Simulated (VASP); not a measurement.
OSZICAR of a VASP run on TaN (relaxed from the WC structure, space group P-6m2):

### OSZICAR
```
...
DAV:   4    -0.669751854682E+02   -0.36146E-01   -0.36104E-01  1900   0.606E+00
DAV:   5    -0.669756693101E+02   -0.48384E-03   -0.48372E-03  2020   0.554E-01    0.292E+01
DAV:   6    -0.597128951111E+02    0.72628E+01   -0.65887E+00  2012   0.323E+01    0.121E+01
DAV:   7    -0.603645738641E+02   -0.65168E+00   -0.42024E-01  1860   0.711E+00    0.699E+00
DAV:   8    -0.593990853729E+02    0.96549E+00   -0.31918E-01  1720   0.765E+00    0.110E+00
DAV:   9    -0.601806733717E+02   -0.78159E+00   -0.24675E-01  1700   0.588E+00    0.105E+00
DAV:  10    -0.601741718336E+02    0.65015E-02   -0.21499E-02  1984   0.138E+00    0.473E-01
DAV:  11    -0.601663708848E+02    0.78009E-02   -0.36663E-03  1700   0.754E-01    0.305E-01
DAV:  12    -0.601723317660E+02   -0.59609E-02   -0.79930E-03  1992   0.831E-01    0.223E-02
DAV:  13    -0.601722368306E+02    0.94935E-04   -0.42227E-04  1756   0.272E-01    0.292E-02
DAV:  14    -0.601722932226E+02   -0.56392E-04   -0.19803E-05  1920   0.587E-02    0.222E-02
DAV:  15    -0.601722780761E+02    0.15146E-04   -0.35164E-06  1904   0.231E-02    0.698E-03
DAV:  16    -0.601722826271E+02   -0.45510E-05   -0.16980E-06  1428   0.155E-02    0.229E-03
DAV:  17    -0.601722765179E+02    0.61092E-05   -0.34863E-07   848   0.810E-03    0.102E-03
DAV:  18    -0.601722795148E+02   -0.29969E-05   -0.10200E-07   864   0.331E-03    0.398E-04
DAV:  19    -0.601722790017E+02    0.51310E-06   -0.23899E-08   844   0.192E-03
   1 F= -.60172279E+02 E0= -.60172279E+02  d E =-.601723E+02
       N       E                     dE             d eps       ncg     rms          rms(c)
DAV:   1    -0.658041140342E+02   -0.56318E+01   -0.30128E+02  1688   0.245E+02    0.252E+01
DAV:   2    -0.599693785270E+02    0.58347E+01   -0.11440E+01  1688   0.333E+01    0.113E+01
DAV:   3    -0.588372416175E+02    0.11321E+01   -0.46456E+00  1832   0.217E+01    0.102E+00
DAV:   4    -0.588755556552E+02   -0.38314E-01   -0.53201E-01  2016   0.673E+00    0.106E+00
DAV:   5    -0.590841678588E+02   -0.20861E+00   -0.16732E-01  1808   0.422E+00    0.833E-01
DAV:   6    -0.590083109347E+02    0.75857E-01   -0.98554E-02  2108   0.285E+00    0.871E-01
DAV:   7    -0.590784025619E+02   -0.70092E-01   -0.21108E-01  1984   0.398E+00    0.460E-01
DAV:   8    -0.590902173352E+02   -0.11815E-01   -0.11531E-02  1740   0.111E+00    0.226E-01
DAV:   9    -0.590922985833E+02   -0.20812E-02   -0.15913E-03  2032   0.398E-01    0.153E-01
DAV:  10    -0.590925473432E+02   -0.24876E-03   -0.34005E-04  1848   0.177E-01    0.663E-02
DAV:  11    -0.590927074977E+02   -0.16015E-03   -0.26300E-04  1896   0.179E-01    0.155E-02
DAV:  12    -0.590927092345E+02   -0.17368E-05   -0.55685E-05  2136   0.606E-02    0.156E-02
DAV:  13    -0.590926938780E+02    0.15357E-04   -0.46213E-06  1744   0.194E-02    0.739E-03
DAV:  14    -0.590926955219E+02   -0.16439E-05   -0.43966E-06  1920   0.196E-02    0.115E-03
DAV:  15    -0.590926965610E+02   -0.10391E-05   -0.38190E-07   840   0.652E-03    0.146E-03
DAV:  16    -0.590926969792E+02   -0.41820E-06   -0.61647E-08   840   0.283E-03
   2 F= -.59092697E+02 E0= -.59092697E+02  d E =0.107958E+01
       N       E                     dE             d eps       ncg     rms          rms(c)
DAV:   1    -0.642719829248E+02   -0.51793E+01   -0.12795E+02  1712   0.136E+02    0.203E+01
DAV:   2    -0.610586253923E+02    0.32134E+01   -0.49567E+00  1712   0.259E+01    0.815E+00
DAV:   3    -0.603045442636E+02    0.75408E+00   -0.21558E+00  1808   0.192E+01    0.243E+00
DAV:   4    -0.603848298688E+02   -0.80286E-01   -0.14480E-01  1976   0.426E+00    0.164E+00
DAV:   5    -0.603885204895E+02   -0.36906E-02   -0.49943E-02  2032   0.195E+00    0.539E-01
DAV:   6    -0.603852991180E+02    0.32214E-02   -0.16001E-02  1724   0.139E+00    0.231E-01
DAV:   7    -0.603884833548E+02   -0.31842E-02   -0.69488E-03  1704   0.108E+00    0.125E-01
DAV:   8    -0.603906944511E+02   -0.22111E-02   -0.16783E-03  1692   0.527E-01    0.210E-02
DAV:   9    -0.603909629622E+02   -0.26851E-03   -0.21701E-04  1868   0.151E-01    0.147E-02
DAV:  10    -0.603909199285E+02    0.43034E-04   -0.23051E-05  1880   0.548E-02    0.797E-03
DAV:  11    -0.603909411211E+02   -0.21193E-04   -0.52062E-06  1736   0.286E-02    0.242E-03
DAV:  12    -0.603909325255E+02    0.85957E-05   -0.27026E-06  1688   0.203E-02    0.767E-04
DAV:  13    -0.603909348223E+02   -0.22968E-05   -0.12201E-07   840   0.340E-03    0.327E-04
DAV:  14    -0.603909332968E+02    0.15254E-05   -0.22029E-08   840   0.156E-03    0.233E-04
DAV:  15    -0.603909342975E+02   -0.10007E-05   -0.47603E-09   840   0.871E-04    0.117E-04
DAV:  16    -0.603909340046E+02    0.29289E-06   -0.11169E-09   840   0.313E-04
   3 F= -.60390934E+02 E0= -.60390934E+02  d E =-.218655E+00
       N       E                     dE             d eps       ncg     rms          rms(c)
DAV:   1    -0.603973519211E+02   -0.64176E-02   -0.16349E-01  1712   0.544E+00    0.779E-01
DAV:   2    -0.603937856132E+02    0.35663E-02   -0.58516E-03  1692   0.827E-01    0.321E-01
DAV:   3    -0.603930908514E+02    0.69476E-03   -0.25112E-03  1872   0.647E-01    0.693E-02
DAV:   4    -0.603931576940E+02   -0.66843E-04   -0.21165E-04  1996   0.149E-01    0.457E-02
DAV:   5    -0.603931837247E+02   -0.26031E-04   -0.82482E-05  2044   0.731E-02    0.208E-02
DAV:   6    -0.603931396520E+02    0.44073E-04   -0.20995E-05  1752   0.525E-02    0.708E-03
DAV:   7    -0.603931833657E+02   -0.43714E-04   -0.11618E-05  1724   0.434E-02    0.449E-03
DAV:   8    -0.603931687228E+02    0.14643E-04   -0.23589E-06  1688   0.197E-02    0.184E-03
DAV:   9    -0.603931743191E+02   -0.55962E-05   -0.41199E-07   852   0.649E-03    0.665E-04
DAV:  10    -0.603931712693E+02    0.30498E-05   -0.83433E-08   844   0.298E-03    0.217E-04
DAV:  11    -0.603931716451E+02   -0.37575E-06   -0.98014E-09   852   0.113E-03
   4 F= -.60393172E+02 E0= -.60393172E+02  d E =-.220893E+00
       N       E                     dE             d eps       ncg     rms          rms(c)
DAV:   1    -0.603933760069E+02   -0.20474E-03   -0.75237E-03  1712   0.117E+00    0.168E-01
DAV:   2    -0.603932084197E+02    0.16759E-03   -0.26919E-04  1696   0.177E-01    0.692E-02
DAV:   3    -0.603931873334E+02    0.21086E-04   -0.11510E-04  1872   0.139E-01    0.148E-02
DAV:   4    -0.603931842986E+02    0.30347E-05   -0.97975E-06  1952   0.320E-02    0.971E-03
DAV:   5    -0.603931884942E+02   -0.41956E-05   -0.38173E-06  1668   0.157E-02    0.448E-03
DAV:   6    -0.603931806328E+02    0.78614E-05   -0.86103E-07   872   0.112E-02    0.118E-03
DAV:   7    -0.603931890205E+02   -0.83877E-05   -0.58703E-07   844   0.868E-03    0.829E-04
DAV:   8    -0.603931853188E+02    0.37017E-05   -0.12480E-07   840   0.397E-03    0.447E-04
DAV:   9    -0.603931861498E+02   -0.83104E-06   -0.12365E-08   840   0.104E-03
   5 F= -.60393186E+02 E0= -.60393186E+02  d E =-.220907E+00
       N       E                     dE             d eps       ncg     rms          rms(c)
DAV:   1    -0.603932440496E+02   -0.58731E-04   -0.39573E-03  1684   0.643E-01    0.439E-02
DAV:   2    -0.603932002563E+02    0.43793E-04   -0.70794E-05  1912   0.889E-02    0.246E-02
DAV:   3    -0.603931825778E+02    0.17679E-04   -0.31715E-05  2016   0.562E-02    0.916E-03
DAV:   4    -0.603931921679E+02   -0.95901E-05   -0.34243E-06  1976   0.203E-02    0.668E-03
DAV:   5    -0.603931824866E+02    0.96813E-05   -0.21493E-06  1664   0.178E-02    0.369E-03
DAV:   6    -0.603931893643E+02   -0.68778E-05   -0.50045E-07   844   0.923E-03    0.958E-04
DAV:   7    -0.603931881145E+02    0.12499E-05   -0.12600E-07   840   0.384E-03    0.433E-04
DAV:   8    -0.603931896644E+02   -0.15500E-05   -0.48040E-08   840   0.252E-03    0.447E-04
DAV:   9    -0.603931897185E+02   -0.54100E-07   -0.76749E-09   840   0.896E-04
   6 F= -.60393190E+02 E0= -.60393190E+02  d E =-.356870E-05
       N       E                     dE             d eps       ncg     rms          rms(c)
DAV:   1    -0.603932080822E+02   -0.18418E-04   -0.78998E-04  1680   0.287E-01    0.197E-02
DAV:   2    -0.603931967258E+02    0.11356E-04   -0.14139E-05  1916   0.398E-02    0.110E-02
DAV:   3    -0.603931992166E+02   -0.24908E-05   -0.63077E-06  2016   0.251E-02    0.406E-03
DAV:   4    -0.603931961090E+02    0.31076E-05   -0.59893E-07   872   0.895E-03    0.263E-03
DAV:   5    -0.603931998272E+02   -0.37182E-05   -0.37575E-07   840   0.752E-03    0.131E-03
DAV:   6    -0.603931973216E+02    0.25056E-05   -0.10851E-07   840   0.398E-03    0.559E-04
DAV:   7    -0.603931986336E+02   -0.13119E-05   -0.37210E-08   840   0.201E-03    0.263E-04
DAV:   8    -0.603931974221E+02    0.12114E-05   -0.20934E-08   840   0.162E-03    0.165E-04
DAV:   9    -0.603931974433E+02   -0.21162E-07   -0.46256E-09   840   0.652E-04
   7 F= -.60393197E+02 E0= -.60393197E+02  d E =-.112935E-04
       N       E                     dE             d eps       ncg     rms          rms(c)
DAV:   1    -0.603932698410E+02   -0.72419E-04   -0.23731E-03  1712   0.659E-01    0.941E-02
DAV:   2    -0.603932220909E+02    0.47750E-04   -0.84646E-05  1696   0.993E-02    0.389E-02
DAV:   3    -0.603932037039E+02    0.18387E-04   -0.36267E-05  1876   0.779E-02    0.830E-03
DAV:   4    -0.603932095931E+02   -0.58892E-05   -0.30664E-06  1712   0.179E-02    0.544E-03
DAV:   5    -0.603932076040E+02    0.19891E-05   -0.11052E-06   924   0.887E-03    0.241E-03
DAV:   6    -0.603932112758E+02   -0.36718E-05   -0.21885E-07   848   0.585E-03    0.756E-04
DAV:   7    -0.603932073959E+02    0.38799E-05   -0.14687E-07   840   0.429E-03    0.479E-04
DAV:   8    -0.603932091192E+02   -0.17233E-05   -0.30036E-08   840   0.181E-03    0.379E-04
DAV:   9    -0.603932085165E+02    0.60263E-06   -0.55598E-09   840   0.678E-04
   8 F= -.60393209E+02 E0= -.60393209E+02  d E =-.110732E-04
```

Problem. Which electronic solver shows in the log?

Solution. It is blocked Davidson (ALGO = Normal, or the opening steps of other solvers). The INCAR had ALGO = Normal.

Problem. Can the final energy be trusted as converged?

Solution. The calculation finished and met its thresholds. It stopped with EDIFF = 1E-6, NELM = 100, NSW = 60 and EDIFFG = -0.01 after 8 ionic steps (r2SCAN meta-GGA, plane waves, VASP's PBE PAW potentials (set 64)). Energy and stress use the plane-wave basis of the starting cell.

The structure was generated: TaN was put into the WC type (P-6m2), which need not be its known phase. This run relaxes it. Symmetry was kept, so distortions that lower it aren't found.
